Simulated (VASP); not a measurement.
An input for Quantum ESPRESSO's pw.x (written as the equivalent of a VASP run, and not itself run):

```
&CONTROL
  calculation = 'scf'
  pseudo_dir = './pseudo'
  outdir = './out'
  tprnfor = .true.
  tstress = .true.
/
&SYSTEM
  ibrav = 0
  nat = 3
  ntyp = 2
  ecutwfc = 88
  occupations = 'smearing'
  smearing = 'gaussian'
  degauss = 0.003675
  input_dft = 'pbe'
/
&ELECTRONS
  conv_thr = 7.3e-09
  electron_maxstep = 100
/
ATOMIC_SPECIES
  Na 22.990 Na.upf
  S 32.060 S.upf
CELL_PARAMETERS angstrom
     0.0000000    3.2760444    3.2760444
     3.2760444   -0.0000000    3.2760444
     3.2760444    3.2760444   -0.0000000
ATOMIC_POSITIONS crystal
  Na   0.2500000  0.2500000  0.2500000
  Na   0.7500000  0.7500000  0.7500000
  S    0.0000000  0.0000000  0.0000000
K_POINTS automatic
  6 6 6 0 0 0
```

### Question
Write the VASP files for the same calculation (PBE).

### Answer
Several could match; the one computed here: 
### KPOINTS
```
Automatic mesh
0
Gamma
6 6 6
0 0 0
```

### POSCAR
```
Na2S
3.2760440
  0.0000000000   1.0000001299   1.0000001299
  1.0000001299   0.0000000000   1.0000001299
  1.0000001299   1.0000001299   0.0000000000
Na S
2 1
Direct
  0.2500000000   0.2500000000   0.2500000000
  0.7500000000   0.7500000000   0.7500000000
  0.0000000000   0.0000000000   0.0000000000
```

### INCAR
```
LWAVE  =  .FALSE.
ISMEAR  =  0   # Gaussian
LCHARG  =  .FALSE.
LASPH  =  .TRUE.   # aspherical one-centre terms
SYSTEM  =  Na2S
ENCUT  =  480   # plane-wave cut-off (eV)
PREC  =  Accurate
GGA  =  PE   # PBE
LREAL  =  .FALSE.   # projection in real space or not
EDIFF  =  1E-7
NELM  =  100
ISIF  =  2
SIGMA  =  0.05   # width (eV)
ALGO  =  Normal
```

POTCAR, in this order: Na_pv S (PBE.64 set). Program: vasp_std.

What does not carry over: the potentials are each code's own (VASP's PAW set, PseudoDojo norm-conserving files in pw.x), so ENCUT and ecutwfc are chosen apart and not converted; conv_thr bounds pw.x's estimated SCF error, while EDIFF bounds the energy change between steps.

The compound is Na2S in the antifluorite structure. It was relaxed first.
